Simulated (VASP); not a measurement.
# Lattice of ScAl3, functional by functional, part 3 of 3

Aim: relax ScAl3 at several levels of theory and compare the cells. The starting structure is a computed structure from the Materials Project. The first relaxation on each setting starts from this cell expanded by 3 % in volume.

VASP 6.6.1.

Results so far: PBEsol 16.88 Å³ an atom; LDA 16.40 Å³ an atom; PBE 17.30 Å³ an atom; PBEsol + D3(BJ) 16.24 Å³ an atom; r2SCAN 17.04 Å³ an atom; r2SCAN + rVV10 16.96 Å³ an atom.

## 8. Relaxation with rev-vdW-DF2 (continued)

Level of this step: rev-vdW-DF2; plane waves and PAW (Sc_sv, Al) (VASP).

Parts of OUTCAR (step 8):

```text
  Total        0.0020320      0.0020320      0.0020320     -0.0000000     -0.0000000      0.0000000
  in kB        0.0475830      0.0475830      0.0475830     -0.0000000     -0.0000000      0.0000000
  external PRESSURE =       0.0475830 kB  Pullay stress =       0.0000000 kB

 POSITION                                       TOTAL-FORCE (eV/Angst)
 -----------------------------------------------------------------------------------
      0.00000      0.00000      0.00000         0.000000      0.000000      0.000000
      2.04503      2.04503      0.00000         0.000000     -0.000000      0.000000
      0.00000      2.04503      2.04503        -0.000000     -0.000000      0.000000
      2.04503     -0.00000      2.04503         0.000000     -0.000000      0.000000
 -----------------------------------------------------------------------------------
    total drift:                               -0.000000     -0.000000      0.000000

  FREE ENERGIE OF THE ION-ELECTRON SYSTEM (eV)
  ---------------------------------------------------
  free  energy   TOTEN  =       -13.6912042834 eV

  energy  without entropy=      -13.6930806323  energy(sigma->0) =      -13.69182973

[... 2 parts as in an earlier step ...]

[... 2 further parts left out ...]
[key lines of the parts left out:]
E-fermi :   7.2174
```

With rev-vdW-DF2 the relaxed cell holds 17.105 Å³ an atom, +0.17 % against the starting cell, with a = 4.090 Å. That is +1.31 % from PBEsol. Pressures at 0.985 and 1.015 times this volume, from two more relaxations that aren't shown, give a bulk modulus of 87.9 GPa.

## 9. Relaxation with AM05

AM05 is built from the electron gas and the surface model, and does well on lattice constants. This run starts from the cell of an earlier relaxation, which isn't shown; the restart sets up the plane waves anew.

Input file INCAR:

```
SYSTEM = ScAl3
PREC = Accurate
ENCUT = 450
EDIFF = 1E-06
NELM = 100
ISMEAR = 1
SIGMA = 0.15
LREAL = .FALSE.
ALGO = Normal
GGA = AM
NBANDS = 16
LORBIT = 11
LWAVE = .FALSE.
LCHARG = .FALSE.
KPAR = 4
IBRION = 2
NSW = 50
ISIF = 3
EDIFFG = -0.006
```

Input file POSCAR:

```
ScAl3
1.0
    4.0696077931      0.0000000000      0.0000000000
    0.0000000000      4.0696077931      0.0000000000
    0.0000000000      0.0000000000      4.0696077931
Sc Al
1 3
Direct
    0.0000000000      0.0000000000      0.0000000000
    0.5000000000      0.5000000000      0.0000000000
    0.0000000000      0.5000000000      0.5000000000
    0.5000000000      0.0000000000      0.5000000000
```

Input file KPOINTS:

```
Automatic mesh
0
Gamma
10 10 10
0 0 0
```

Potentials, in the order of the species: Sc_sv and Al (PBE family, release 64).

Run with:

```console
$ mpirun -np 4 vasp_std
```

The log of the run:

```text
[... set-up lines as in an earlier step ...]
 entering main loop
       N       E                     dE             d eps       ncg     rms          rms(c)
DAV:   1     0.962806931062E+02    0.96281E+02   -0.76671E+03  1792   0.101E+03
DAV:   2    -0.167434754854E+02   -0.11302E+03   -0.11089E+03  1840   0.298E+02
DAV:   3    -0.212689533572E+02   -0.45255E+01   -0.43778E+01  2736   0.532E+01
DAV:   4    -0.213635802816E+02   -0.94627E-01   -0.94569E-01  2232   0.881E+00
[...]
DAV:  11    -0.203042118770E+02   -0.39507E-05   -0.21702E-05  2936   0.329E-02    0.603E-02
DAV:  12    -0.203041996000E+02    0.12277E-04   -0.77720E-05  2992   0.949E-02    0.319E-03
DAV:  13    -0.203041994445E+02    0.15553E-06   -0.20588E-06  1872   0.159E-02
   1 F= -.20304199E+02 E0= -.20305056E+02  d E =-.203042E+02
[...]
reached required accuracy - stopping structural energy minimisation
```

Run time: 18 s. Hardware: 4 MPI ranks of AMD EPYC 7R43, shared host; peak memory 0.62 GiB; 69 s of CPU time.

OUTCAR, selected parts (step 9):

```text
  Total       -0.0007800     -0.0007800     -0.0007800     -0.0000000     -0.0000000      0.0000000
  in kB       -0.0185417     -0.0185417     -0.0185417     -0.0000000     -0.0000000      0.0000000
  external PRESSURE =      -0.0185417 kB  Pullay stress =       0.0000000 kB

 POSITION                                       TOTAL-FORCE (eV/Angst)
 -----------------------------------------------------------------------------------
      0.00000      0.00000      0.00000         0.000000      0.000000      0.000000
      2.03480      2.03480      0.00000         0.000000      0.000000      0.000000
      0.00000      2.03480      2.03480         0.000000      0.000000      0.000000
      2.03480      0.00000      2.03480         0.000000      0.000000      0.000000
 -----------------------------------------------------------------------------------
    total drift:                               -0.000000     -0.000000     -0.000000

  FREE ENERGIE OF THE ION-ELECTRON SYSTEM (eV)
  ---------------------------------------------------
  free  energy   TOTEN  =       -20.3041994445 eV

  energy  without entropy=      -20.3067676552  energy(sigma->0) =      -20.30505551

[... 2 parts as in an earlier step ...]

[... 2 further parts left out ...]
[key lines of the parts left out:]
E-fermi :   7.3578
```

With AM05 the relaxed cell holds 16.850 Å³ an atom, -1.33 % against the starting cell, with a = 4.070 Å. That is -0.20 % from PBEsol. Pressures at 0.985 and 1.015 times this volume, from two more relaxations that aren't shown, give a bulk modulus of 93.5 GPa.

## 10. All runs side by side

| level | volume (Å³/atom) | against the starting cell (%) | a (Å) | bulk modulus (GPa) | pressure left (GPa) | core minutes |
| --- | --- | --- | --- | --- | --- | --- |
| PBEsol | 16.884 | -1.13 | 4.0723 | 92.0 | 0.0 | 2.51 |
| LDA | 16.401 | -3.96 | 4.0331 | 97.0 | -0.01 | 2.56 |
| PBE | 17.296 | 1.28 | 4.1052 | 86.7 | 0.0 | 1.87 |
| PBEsol + D3(BJ) | 16.241 | -4.9 | 4.02 | 100.1 | 0.0 | 2.55 |
| r2SCAN | 17.038 | -0.23 | 4.0847 | 94.3 | 0.02 | 10.7 |
| r2SCAN + rVV10 | 16.963 | -0.67 | 4.0787 | 95.4 | 0.02 | 17.9 |
| rev-vdW-DF2 | 17.105 | 0.17 | 4.0901 | 87.9 | 0.0 | 8.53 |
| AM05 | 16.85 | -1.33 | 4.0696 | 93.5 | 0.0 | 3.8 |

Core minutes are wall time times ranks, summed over the relaxations behind a row (those for a bulk modulus apart), on shared hosts.

## 11. Summary of results

```yaml
volume_pbesol: 16.88 Å³/atom
volume_lda: 16.40 Å³/atom
volume_pbe: 17.30 Å³/atom
volume_pbesol_d3_bj: 16.24 Å³/atom
volume_r2scan: 17.04 Å³/atom
volume_r2scan_rvv10: 16.96 Å³/atom
volume_rev_vdw_df2: 17.11 Å³/atom
volume_am05: 16.85 Å³/atom
```

Across 8 levels the volume of ScAl3 spans 6.5 %, from 16.24 Å³ an atom (PBEsol + D3(BJ)) to 17.30 Å³ (PBE). Adding D3(BJ) to PBEsol changes the volume by -3.8 %. Adding rVV10 to r2SCAN changes the volume by -0.4 %. The bulk modulus goes from 86.7 GPa (PBE) to 100.1 GPa (PBEsol + D3(BJ)). LASPH is on in some of these runs and off in others, which adds a little to the differences. All runs keep the symmetry of the start, so they can't find a distortion of lower symmetry. Further runs on this material are not shown.

[Lines on the potential files, build, host, timing and source positions are cut from VASP's logs without a mark.]

[Logs are printed without paths, hosts, clocks, repeated set-up lines and the standing remarks that a program may print on its own settings, such as how far it seeks lower states.]

[Hosts, paths, dates, database ids (printed as entryN), source tags and the programs' standing remarks are cut or masked in the printed files.]
